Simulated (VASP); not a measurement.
# Be2B3 (P-6m2) in VASP: further runs, part 2 of 2

VASP 6.6.1. The steps go on from the part before.

## 4. Single point, PBE (species swapped into the Fe3Ge2 type (P-6m2, No. 187))

Contents of INCAR:

```
SYSTEM = Be2B3
  ALGO = Fast
  EDIFF = 1E-6
  ENCUT = 520
  GGA = PE
  ISIF = 2
  ISMEAR = 0
  LASPH = .True.
  LCHARG = .False.
  LREAL = .False.
  LWAVE = .False.
  NBANDS = 14
  NELM = 100
  PREC = Accurate
  SIGMA = 0.1
```

Contents of KPOINTS:

```
k-points
0
Gamma
  15 15 10
  0 0 0
```

Contents of POSCAR:

```
Be2B3
1.0
    3.5397470091      0.0000000000      0.0000000000
   -1.7698735045      3.0655108328      0.0000000000
    0.0000000000      0.0000000000      3.4980264955
Be B
2 3
Direct
    0.6666666667      0.3333333333      0.5000000000
    0.3333333333      0.6666666667      0.0000000000
    0.0000000000      0.0000000000      0.7498397208
    0.0000000000      0.0000000000      0.2501602792
    0.6666666667      0.3333333333      0.0000000000
```

Potentials or basis: VASP PAW PBE potentials, release 64 (Be, B).

On the command line:

```sh
$ cat potpaw_PBE.64/Be/POTCAR potpaw_PBE.64/B/POTCAR > POTCAR
$ mpirun -np 1 vasp_std > vasp.out
```

OUTCAR:

```text
SYSTEM = Be2B3
   EDIFF = 1E-6
   ENCUT = 520
   GGA = PE
   ISIF = 2
   ISMEAR = 0
   LASPH = .True.
   LREAL = .False.
   NELM = 100
   PREC = Accurate

 ion  position               nearest neighbor table
   1  0.667  0.333  0.500-   5 1.75   5 1.75   3 2.22   4 2.22   3 2.22   4 2.22   3 2.22   4 2.22

   2  0.333  0.667  0.000-   5 2.04   5 2.04   5 2.04   3 2.22   4 2.22   4 2.22   3 2.22   4 2.22
                             3 2.22
   3  0.000  0.000  0.750-   4 1.75   4 1.75   1 2.22   1 2.22   1 2.22   2 2.22   2 2.22   2 2.22

   4  0.000  0.000  0.250-   3 1.75   3 1.75   1 2.22   1 2.22   1 2.22   2 2.22   2 2.22   2 2.22

   5  0.667  0.333  0.000-   1 1.75   1 1.75   2 2.04   2 2.04   2 2.04

  LATTYP: Found a hexagonal cell.
 ALAT       =     3.5397470091
 C/A-ratio  =     0.9882137019

  Lattice vectors:

 A1 = (   3.5397470091,   0.0000000000,   0.0000000000)
 A2 = (  -1.7698735045,   3.0655108328,   0.0000000000)
 A3 = (   0.0000000000,   0.0000000000,   3.4980264955)

[... 199 lines left out ...]
      8       6.1921      2.00000
      9      12.1788      0.00000
     10      12.4174      0.00000
     11      12.6897      0.00000
     12      12.6897      0.00000
     13      15.1162      0.00000
     14      15.1162      0.00000
[... 377 lines left out ...]
      1      -5.0717      2.00000
      2      -3.4238      2.00000
      3      -1.0300      2.00000
      4       1.6599      2.00000
      5       3.1389      2.00000
      6       7.3848      1.23722
      7       7.7303      0.00000
      8       9.4963      0.00000
      9      10.4193      0.00000
     10      11.0295      0.00000
     11      12.4405      0.00000
     12      13.1911      0.00000
     13      14.6710      0.00000
     14      16.6605      0.00000

 [... further k-points ...]

------------------------ aborting loop because EDIFF is reached ----------------------------------------

  FORCE on cell =-STRESS in cart. coord.  units (eV):
  Direction    XX          YY          ZZ          XY          YZ          ZX
  --------------------------------------------------------------------------------------
  -------------------------------------------------------------------------------------
  Total        0.0024719      0.0024719      0.0133572      0.0000000      0.0000000     -0.0000000
  in kB        0.1043389      0.1043389      0.5638032      0.0000000      0.0000000     -0.0000000
  external PRESSURE =       0.2574937 kB  Pullay stress =       0.0000000 kB

 VOLUME and BASIS-vectors are now :
 -----------------------------------------------------------------------------
  energy-cutoff  :      520.00
  volume of cell :       37.96
      direct lattice vectors                 reciprocal lattice vectors
     3.539747009  0.000000000  0.000000000     0.282506065  0.163104953  0.000000000
    -1.769873505  3.065510833  0.000000000     0.000000000  0.326209906  0.000000000
     0.000000000  0.000000000  3.498026495     0.000000000  0.000000000  0.285875479

 POSITION                                       TOTAL-FORCE (eV/Angst)
 -----------------------------------------------------------------------------------
      1.76987      1.02184      1.74901         0.000000     -0.000000      0.000000
     -0.00000      2.04367      0.00000        -0.000000      0.000000      0.000000
      0.00000      0.00000      2.62296         0.000000     -0.000000     -0.004134
      0.00000      0.00000      0.87507         0.000000     -0.000000      0.004134
      1.76987      1.02184      0.00000        -0.000000      0.000000      0.000000
 -----------------------------------------------------------------------------------
    total drift:                               -0.000000      0.000000      0.000000

  FREE ENERGIE OF THE ION-ELECTRON SYSTEM (eV)
  ---------------------------------------------------
  free  energy   TOTEN  =       -23.7485266171 eV

  energy  without entropy=      -23.7422655829  energy(sigma->0) =      -23.74539610
```

Run time: 35 s. Hardware: 1 thread of Intel Xeon 6975P-C (Granite Rapids), shared host; peak memory 0.2 GiB.

What came out:

```yaml
Free_energy: -23.7485 eV
Pressure: 0.0 GPa
Largest_force: 0.004 eV/Å
Band_gap_on_the_k_mesh: none (metal or under the smearing width)
```

Forces in eV/Å, atoms in the order of the input:
```
Be   0.000  0.000  0.000
Be   0.000  0.000  0.000
B    0.000  0.000 -0.004
B    0.000  0.000  0.004
B    0.000  0.000  0.000
```

Levels at points of the mesh, in eV from the Fermi level:
```csv
k point,band 3,band 4,band 5,band 6,band 7,band 8,band 9,band 10
"(0.00, 0.00, 0.00)",-5.93,-4.43,-4.43,-1.69,-1.69,-1.21,4.77,5.01
"(0.00, 0.00, 0.50)",-2.35,-2.35,-1.57,-0.73,-0.68,-0.68,-0.47,-0.47
```

## 5. Relaxation of cell and atoms, PBE (species swapped into the Fe3Ge2 type (P-6m2, No. 187))

Contents of INCAR:

```
SYSTEM = Be2B3
ALGO     = Normal         ! electronic algorithm
EDIFF    = 1E-6           ! SCF threshold, eV
EDIFFG   = -0.01          ! ionic threshold
ENCUT    = 600            ! plane-wave cutoff, eV
GGA      = PE             ! functional
IBRION   = 2              ! ionic algorithm
ISIF     = 3              ! what is computed and relaxed
ISMEAR   = 0              ! smearing method
LASPH    = .TRUE.         ! aspherical terms in the spheres
LCHARG   = .FALSE.        ! write CHGCAR
LREAL    = .FALSE.        ! projectors in reciprocal space
LWAVE    = .FALSE.        ! write WAVECAR
NELM     = 100            ! most SCF steps
NSW      = 100            ! ionic steps
PREC     = Accurate       ! precision mode
SIGMA    = 0.1            ! smearing width, eV
```

Contents of KPOINTS:

```
k-points
0
G
  15 15 10
  0 0 0
```

Contents of POSCAR:

```
Be2B3
1.0
    3.3108187090      0.0000000000      0.0000000000
   -1.6554093545      2.8672531094      0.0000000000
    0.0000000000      0.0000000000      3.7390043326
Be B
2 3
Direct
    0.6666666667      0.3333333333      0.5000000000
    0.3333333333      0.6666666667      0.0000000000
    0.0000000000      0.0000000000      0.7344940982
    0.0000000000      0.0000000000      0.2655059018
    0.6666666667      0.3333333333      0.0000000000
```

On the command line:

```sh
$ cat potpaw_PBE.64/Be/POTCAR potpaw_PBE.64/B/POTCAR > POTCAR
$ mpirun -np 1 vasp_std > vasp.out
```

Wall time 4.5 min (1 thread of Intel Xeon 6975P-C (Granite Rapids), shared host); peak memory 0.21 GiB.

Results (log left out):

* Free energy: -23.7495 eV
* Relaxed volume: 7.59 Å³/atom
* Relaxed cell: a = 3.538 Å, b = 3.538 Å, c = 3.499 Å, α = 90.00°, β = 90.00°, γ = 120.00°
* Space group after relaxing (to 0.05 Å): P-6m2 (No. 187)
* Energy gained by relaxing: 23.4 meV/atom
* Ionic steps: 23
* Pressure after relaxing: 0.0 GPa
* Largest force after relaxing: 0.003 eV/Å

Forces in eV/Å, atoms in the order of the input:
```
Be   0.000  0.000  0.000
Be   0.000  0.000  0.000
B    0.000  0.000  0.003
B    0.000  0.000 -0.003
B    0.000  0.000  0.000
```

Step by step:
| step | energy change (eV) | largest force (eV/Å) | pressure (GPa) | volume (Å³) |
| --- | --- | --- | --- | --- |
| 1 | 0.0000 | 0.1344 | 0.89 | 35.49 |
| 2 | -0.0297 | 0.4067 | 0.34 | 35.69 |
| 3 | -0.0892 | 0.4988 | 0.78 | 36.13 |
| 4 | -0.0944 | 0.1508 | 5.55 | 36.88 |
| 5 | -0.1029 | 0.4197 | 3.01 | 36.55 |
| 6 | -0.1143 | 0.0502 | 1.36 | 37.15 |
| 7 | -0.1145 | 0.1287 | 1.10 | 37.25 |
| 8 | -0.1145 | 0.1167 | 1.14 | 37.23 |
| 9 | -0.1157 | 0.0389 | 0.18 | 37.46 |
| 10 | -0.1158 | 0.0163 | -0.10 | 37.53 |
| 11 | -0.1159 | 0.0085 | -0.02 | 37.53 |
| 12 | -0.1160 | 0.0476 | 0.11 | 37.53 |
| 13 | -0.1160 | 0.0468 | 0.15 | 37.53 |
| 14 | -0.1162 | 0.0417 | 0.28 | 37.55 |
| 15 | -0.1165 | 0.0268 | 0.56 | 37.59 |
| 16 | -0.1162 | 0.0216 | 1.21 | 37.66 |
| 17 | -0.1165 | 0.0187 | 0.69 | 37.60 |
| 18 | -0.1166 | 0.0114 | 0.65 | 37.63 |
| 19 | -0.1169 | 0.0132 | 0.55 | 37.72 |
| 20 | -0.1170 | 0.0697 | 0.37 | 37.89 |
| 21 | -0.1170 | 0.0495 | 0.42 | 37.83 |
| 22 | -0.1172 | 0.0266 | 0.24 | 37.88 |
| 23 | -0.1172 | 0.0032 | 0.00 | 37.94 |

Final structure:
```
Be B
1.0
     3.53848    0.00000    0.00000
    -1.76924    3.06441    0.00000
     0.00000    0.00000    3.49923
Be B
2 3
Direct
  0.66667 0.33333 0.50000
  0.33333 0.66667 0.00000
  0.00000 0.00000 0.74978
  0.00000 0.00000 0.25022
  0.66667 0.33333 0.00000
```

Levels at points of the mesh, in eV from the Fermi level:
| k point | band 4 | band 5 | band 6 | band 7 | band 8 | band 9 |
| --- | --- | --- | --- | --- | --- | --- |
| (0.00, 0.00, 0.00) | -4.43 | -4.43 | -1.69 | -1.69 | -1.20 | 4.77 |
| (0.00, 0.00, 0.50) | -2.35 | -1.56 | -0.73 | -0.69 | -0.69 | -0.47 |

Caveat: the bands computed are all filled at some k points, so no gap is given.

## 6. Single point, PBE (species swapped into the Fe3Ge2 type (P-6m2, No. 187))

Contents of INCAR:

```
  ALGO = Normal
  EDIFF = 1E-6
  ENCUT = 520
  GGA = PE
  ISIF = 2
  ISMEAR = 0
  LASPH = True
  LCHARG = True
  LELF = True
  LREAL = False
  LVHAR = True
  LWAVE = False
  NBANDS = 14
  NELM = 80
  PREC = Accurate
  SIGMA = 0.1
```

Contents of KPOINTS:

```
k-points
0
Gamma
  6 6 4
```

Contents of POSCAR:

```
Be2B3
1.0
    3.2183997200      0.0000000000      0.0000000000
   -1.6091998600      2.7872159200      0.0000000000
    0.0000000000      0.0000000000      3.9520782400
Be B
2 3
Direct
    0.6666666700      0.3333333300      0.5000000000
    0.3333333300      0.6666666700      0.0000000000
    0.0000000000      0.0000000000      0.7454000100
    0.0000000000      0.0000000000      0.2545999900
    0.6666666700      0.3333333300      0.0000000000
```

Potentials or basis: VASP PAW PBE potentials, release 64 (Be, B).

On the command line:

```sh
$ cat potpaw_PBE.64/Be/POTCAR potpaw_PBE.64/B/POTCAR > POTCAR
$ mpirun -np 1 vasp_std > vasp.out
```

It took 4.4 s on 1 thread of Intel Xeon 6975P-C (Granite Rapids), shared host; peak memory 0.14 GiB.

The run converged. Its results:

| Item | Value |
| --- | --- |
| Free energy | -23.5063 eV |
| Pressure | -1.0 GPa |
| Largest force | 0.901 eV/Å |
| Band gap on the k mesh | none (metal or under the smearing width) |

Forces on the atoms (eV/Å):
```
Be   0.000  0.000  0.000
Be   0.000  0.000  0.000
B    0.000  0.000 -0.901
B    0.000  0.000  0.901
B    0.000  0.000  0.000
```

Stress tensor (GPa, compression positive):
```
  8.54   0.00   0.00
  0.00   8.54   0.00
  0.00   0.00 -20.03
```

Levels at points of the mesh, in eV from the Fermi level:
```csv
k point,band 4,band 5,band 6,band 7,band 8,band 9,band 10,band 11
"(0.00, 0.00, 0.00)",-3.53,-3.53,-1.11,-1.11,1.88,3.86,3.86,5.79
"(0.50, 0.00, 0.00)",-6.66,-6.14,-2.82,-1.13,0.86,2.29,2.80,4.73
"(0.00, 0.00, 0.50)",-2.32,-1.23,-0.38,-0.38,-0.22,-0.22,0.34,4.38
"(0.50, 0.00, 0.50)",-8.18,-5.86,-2.46,0.02,0.42,5.35,5.41,7.11
```

Caveat: the k mesh is coarse (spacing up to 0.40 Å⁻¹), so the values aren't converged.

## 7. Summary

```tsv
task	cell	k mesh	cutoff (eV)	mesh quality	gap on the mesh (eV)	pressure (GPa)	relaxed volume (Å³/atom)	largest force (eV/Å)
single point	species swapped into the Fe3Ge2 type (P-6m2, No. 187)	12 × 12 × 10	520	not flagged	none	0.1	-	-
relaxation of cell and atoms	relaxed from: species swapped into the Fe3Ge2 type (P-6m2, No. 187)	12 × 12 × 10	600	not flagged	-	0.1	7.61	0.01
single point	species swapped into the Fe3Ge2 type (P-6m2, No. 187)	15 × 15 × 10	520	not flagged	none	0.0	-	-
relaxation of cell and atoms	relaxed from: species swapped into the Fe3Ge2 type (P-6m2, No. 187)	15 × 15 × 10	600	not flagged	-	0.0	7.59	-
single point	species swapped into the Fe3Ge2 type (P-6m2, No. 187)	6 × 6 × 4	520	coarse	none	-1.0	-	0.90
```

Alike in all rows: level PBE; potentials or basis VASP PAW PBE potentials, release 64 (Be, B); no spin polarisation; smearing gaussian 0.1 eV.

Caveats: some runs use coarse meshes; the bands computed are all filled at some k points, so no gap is given (some runs).

Total energies depend on the potentials used, so only differences within one code and one set of settings carry meaning.
